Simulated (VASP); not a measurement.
Calculation: revPBE GGA, VASP's PBE PAW potentials (set 64) (plane waves; VASP).

VASP ran on this input.

INCAR:
```
SYSTEM = TiB2
PREC = Accurate
ENCUT = 520
EDIFF = 1E-7
NELM = 100
ALGO = Normal
LREAL = .FALSE.
LASPH = .TRUE.
ISMEAR = 1
SIGMA = 0.1
GGA = RE
LMAXMIX = 4
LWAVE = .FALSE.
LCHARG = .FALSE.
ISIF = 4
IBRION = 2
NSW = 30
EDIFFG = -0.01
```

KPOINTS:
```
Automatic mesh
0
Gamma
12 12 9
0 0 0
```

### POSCAR
```
TiB2
1.0
  1.5222162656  -2.6365559390   0.0000000000
  1.5222162656   2.6365559390   0.0000000000
  0.0000000000   0.0000000000   3.2450403428
Ti B
1 2
Direct
  0.0000000000   0.0000000000   1.0000000000
  0.3333330000   0.6666670000   0.5000000000
  0.6666670000   0.3333330000   0.5000000000
```

POTCAR, in this order: Ti_sv B (PBE.64 set). Program: vasp_std.

What does the run give for the energy per atom (σ→0), band gap (on the k-mesh)?

| Property | Value |
|---|---|
| energy per atom (σ→0) | -7.858 eV/atom |
| band gap (on the k-mesh) | none (metal, semimetal or under 0.01 eV) |

OSZICAR:
```
...
DAV:   9    -0.235734876818E+02    0.76848E-02   -0.77613E-02  3355   0.367E+00    0.292E-01
DAV:  10    -0.235726188748E+02    0.86881E-03   -0.52996E-03  3123   0.995E-01    0.643E-02
DAV:  11    -0.235726533296E+02   -0.34455E-04   -0.43575E-04  3531   0.273E-01    0.509E-02
DAV:  12    -0.235726357835E+02    0.17546E-04   -0.14013E-04  3217   0.161E-01    0.879E-03
DAV:  13    -0.235726340835E+02    0.17000E-05   -0.10566E-05  3087   0.424E-02    0.188E-03
DAV:  14    -0.235726341988E+02   -0.11521E-06   -0.25962E-07  2614   0.606E-03    0.619E-04
DAV:  15    -0.235726341844E+02    0.14335E-07   -0.55361E-08  1385   0.260E-03
   1 F= -.23572634E+02 E0= -.23572639E+02  d E =-.235726E+02
```

The compound is TiB2 in the AlB2 type structure. It was relaxed first.
